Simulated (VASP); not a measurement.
Fe:

```
Fe
1.0
    -1.44300    1.44300    1.44300
     1.44300   -1.44300    1.44300
     1.44300    1.44300   -1.44300
Fe
1
Direct
  0.00000 0.00000 0.00000
```

Base run:

| Quantity | Value |
| --- | --- |
| Program | VASP 6.6.1 |
| Functional | r2SCAN |
| Potentials or basis | VASP PAW PBE potentials, release 64 (Fe) |
| Cutoff | 600 eV |
| k mesh | 18 × 18 × 18 |
| Occupations | methfessel-paxton, width 0.1 eV |
| Spin | collinear spin, ferromagnetic start |
| Starting moments | [2.5] μB |

Its results: band gap on the k mesh none (metal or under the smearing width); pressure -4.8 GPa; net moment 2.64 μB per cell; site moments Fe +2.72 μB.

Question: The run is repeated on the same cell with these changes: functional from r2SCAN to PBE; further incar settings from ALGO = Normal; EDIFF = 1e-06; AMIX = 0.2; BMIX = 0.0001 to ALGO = Normal; EDIFF = 1e-07; AMIX = 0.2; BMIX = 0.0001. What comes out?

Answer: Band gap on the k mesh none (metal or under the smearing width); pressure -9.7 GPa; net moment 2.27 μB per cell; site moments Fe +2.28 μB.

Caveats: the PAW data sets were made with another functional, which shifts forces and pressure a little (some runs).

Not every run made on this cell is shown here.
